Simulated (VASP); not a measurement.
Output of a VASP run:

**OUTCAR**
```
 ion  position               nearest neighbor table
   1  0.500  0.500  0.500-   2 3.22   2 3.22   2 3.22   2 3.22   2 3.22   2 3.22
   2  0.000  0.000  0.000-   1 3.22   1 3.22   1 3.22   1 3.22   1 3.22   1 3.22
  LATTYP: Found a face centered cubic cell.
 ALAT       =     6.4376699528
 Subroutine PRICEL returns:
 Original cell was already a primitive cell.
 Subroutine GETGRP returns: Found 48 space group operations
The static configuration has the point symmetry O_h .
The dynamic configuration has the point symmetry O_h .
 Subroutine INISYM returns: Found 48 space group operations
 Subroutine IBZKPT returns following result:
 Found     20 irreducible k-points:

 Following reciprocal coordinates:
            Coordinates               Weight
  0.000000  0.000000  0.000000      1.000000
  0.142857  0.000000  0.000000      8.000000
  0.285714  0.000000  0.000000      8.000000
  0.428571  0.000000  0.000000      8.000000
  0.142857  0.142857  0.000000      6.000000
  0.285714  0.142857  0.000000     24.000000
  0.428571  0.142857  0.000000     24.000000
 -0.428571  0.142857  0.000000     24.000000
 -0.285714  0.142857  0.000000     24.000000
 -0.142857  0.142857  0.000000     12.000000
  0.285714  0.285714  0.000000      6.000000
  0.428571  0.285714  0.000000     24.000000
 -0.428571  0.285714  0.000000     24.000000
 -0.285714  0.285714  0.000000     12.000000
  0.428571  0.428571  0.000000      6.000000
 -0.428571  0.428571  0.000000     12.000000
  0.428571  0.285714  0.142857     24.000000
 -0.428571  0.285714  0.142857     48.000000
 -0.428571  0.428571  0.142857     24.000000
 -0.285714  0.428571  0.142857     24.000000
   k-points           NKPTS =     20   k-points in BZ     NKDIM =     20   number of bands    NBANDS=     14
   number of dos      NEDOS =    301   number of ions     NIONS =      2
   total plane-waves  NPLWV =  46656
   dimension x,y,z NGX =    36 NGY =   36 NGZ =   36
   dimension x,y,z NGXF=    72 NGYF=   72 NGZF=   72
   ions per type =               1   1
   PREC   = accura    normal or accurate (medium, high low for compatibility)
   ISTART =      0    job   : 0-new  1-cont  2-samecut
   ICHARG =      2    charge: 1-file 2-atom 10-const
   ISPIN  =      1    spin polarized calculation?
   LNONCOLLINEAR =      F non collinear calculations
   LSORBIT =      F    spin-orbit coupling
   INIWAV =      1    electr: 0-lowe 1-rand  2-diag
   ENCUT  =  520.0 eV  38.22 Ry    6.18 a.u.   8.46  8.46  8.46*2*pi/ulx,y,z
   NELM   =    100;   NELMIN=  2; NELMDL= -5     # of ELM steps
   EDIFF  = 0.1E-06   stopping-criterion for ELM
   LREAL  =      F    real-space projection
   NLSPLINE    = F    spline interpolate recip. space projectors
   LMAXMIX     =    4 max onsite mixed and CHGCAR
   VOSKOWN=      0    Vosko Wilk Nusair interpolation
   EDIFFG = 0.1E-05   stopping-criterion for IOM
   NSW    =      0    number of steps for IOM
   NBLOCK =      1;   KBLOCK =      1    inner block; outer block
   IBRION =     -1    ionic relax: 0-MD 1-quasi-New 2-CG
   NFREE  =      0    steps in history (QN), initial steepest desc. (CG)
   ISIF   =      2    stress and relaxation
   ISYM   =      2    0-nonsym 1-usesym 2-fastsym
   TEIN   =    0.0    initial temperature
   TEBEG  =    0.0;   TEEND  =   0.0 temperature during run
   SMASS  =  -3.00    Nose mass-parameter (am)
   PSTRESS=    0.0 pullay stress
   NELECT =      20.0000    total number of electrons
   EFERMI =   0.00;   METHOD = LEGACY
   ISMEAR =     0;   SIGMA  =   0.05  broadening in eV -4-tet -1-fermi 0-gaus
   IALGO  =     38    algorithm
   LDIAG  =      T    sub-space diagonalisation (order eigenvalues)
   IMIX   =      4    mixing-type and parameters
     AMIX     =   0.40;   BMIX     =  1.00
     AMIX_MAG =   1.60;   BMIX_MAG =  1.00
     AMIN     =   0.10
   METAGGA = RTPSS    functional components
   VOSKOWN =     0    Vosko Wilk Nusair interpolation
   LHFCALC =     F    Hartree Fock is set to
   LHFONE  =     F    Hartree Fock one center treatment
...
```

File OSZICAR:
```
       N       E                     dE             d eps       ncg     rms          rms(c)
DAV:   1     0.210575779466E+03    0.21058E+03   -0.93425E+03   560   0.140E+03
DAV:   2     0.638772638643E+02   -0.14670E+03   -0.14403E+03   572   0.353E+02
DAV:   3     0.529390949395E+02   -0.10938E+02   -0.10479E+02   752   0.998E+01
DAV:   4     0.526913498157E+02   -0.24775E+00   -0.24768E+00   668   0.177E+01
DAV:   5     0.526835489219E+02   -0.78009E-02   -0.78008E-02   788   0.300E+00    0.408E+00
DAV:   6     0.565971939298E+02    0.39136E+01   -0.64276E+00   584   0.338E+01    0.210E+00
DAV:   7     0.556398909890E+02   -0.95730E+00   -0.80994E-01   560   0.124E+01    0.140E+00
DAV:   8     0.562026725619E+02    0.56278E+00   -0.53713E-01   626   0.607E+00    0.111E+00
DAV:   9     0.556687043166E+02   -0.53397E+00   -0.45247E-01   560   0.766E+00    0.912E-01
DAV:  10     0.556554833935E+02   -0.13221E-01   -0.19453E-02   584   0.177E+00    0.697E-01
DAV:  11     0.556572518320E+02    0.17684E-02   -0.45593E-03   668   0.785E-01    0.428E-01
DAV:  12     0.556583248561E+02    0.10730E-02   -0.62533E-03   610   0.576E-01    0.206E-01
DAV:  13     0.556574741415E+02   -0.85071E-03   -0.11021E-03   572   0.297E-01    0.145E-01
DAV:  14     0.556573359778E+02   -0.13816E-03   -0.19827E-04   608   0.933E-02    0.416E-02
DAV:  15     0.556573520542E+02    0.16076E-04   -0.13300E-05   740   0.389E-02    0.164E-02
DAV:  16     0.556573366203E+02   -0.15434E-04   -0.53488E-05   560   0.810E-02    0.181E-02
DAV:  17     0.556573399485E+02    0.33282E-05   -0.98883E-06   638   0.478E-02    0.193E-02
DAV:  18     0.556573343504E+02   -0.55981E-05   -0.12679E-06   584   0.184E-02    0.122E-02
DAV:  19     0.556573351918E+02    0.84140E-06   -0.24910E-06   602   0.222E-02    0.171E-03
DAV:  20     0.556573330814E+02   -0.21105E-05   -0.78898E-07   572   0.150E-02    0.758E-04
DAV:  21     0.556573330268E+02   -0.54564E-07   -0.24222E-08   298   0.168E-03
   1 F= 0.55657333E+02 E0= 0.55657333E+02  d E =-.140091E-12
```

File OUTCAR:
```
------------------------ aborting loop because EDIFF is reached ----------------------------------------
  FORCE on cell =-STRESS in cart. coord.  units (eV):
  Direction    XX          YY          ZZ          XY          YZ          ZX
  --------------------------------------------------------------------------------------
  Total        0.5579591      0.5579591      0.5579591      0.0000000     -0.0000000     -0.0000000
  in kB       13.4025320     13.4025320     13.4025320      0.0000000     -0.0000000     -0.0000000
  external PRESSURE =      13.4025320 kB  Pullay stress =       0.0000000 kB
  volume of cell :       66.70
      direct lattice vectors                 reciprocal lattice vectors
     0.000000000  3.218834976  3.218834976    -0.155335705  0.155335705  0.155335705
     3.218834976  0.000000000  3.218834976     0.155335705 -0.155335705  0.155335705
     3.218834976  3.218834976  0.000000000     0.155335705  0.155335705 -0.155335705
  FREE ENERGIE OF THE ION-ELECTRON SYSTEM (eV)
  ---------------------------------------------------
  free  energy   TOTEN  =        55.6573330268 eV

  energy  without entropy=       55.6573330268  energy(sigma->0) =       55.65733303
```
(Selected blocks of OUTCAR.)

File POSCAR:
```
PbTe
1
    0.0000000000     3.2188349764     3.2188349764
    3.2188349764     0.0000000000     3.2188349764
    3.2188349764     3.2188349764     0.0000000000
Te Pb
1 1
Direct
  0.5000000000   0.5000000000   0.5000000000
  0.0000000000   0.0000000000   0.0000000000
```

Problem. Write an INCAR and KPOINTS that could have produced this output.

Solution. One answer among several that fit: the input of the run itself, revTPSS meta-GGA, plane waves, VASP's PBE PAW potentials (set 64).

INCAR:
```
! general
SYSTEM  = PbTe
PREC    = Accurate
ENCUT   = 520
LREAL   = .FALSE.
LASPH   = .TRUE.

! electronic loop
EDIFF   = 1E-7
NELM    = 100
ALGO    = Normal
LMAXMIX = 4
LMIXTAU = .TRUE.

! smearing
ISMEAR  = 0
SIGMA   = 0.05

! functional
METAGGA = RTPSS

! ions
ISIF    = 2

! output
LWAVE   = .FALSE.
LCHARG  = .FALSE.
```

KPOINTS:
```
kpoints
0
gamma
7 7 7
```

POTCAR, in this order: Te Pb_d (PBE.64 set). Program: vasp_std.

The compound is PbTe in the rock salt structure. This cell is one point of a volume scan, at 0.97 of the reference volume.
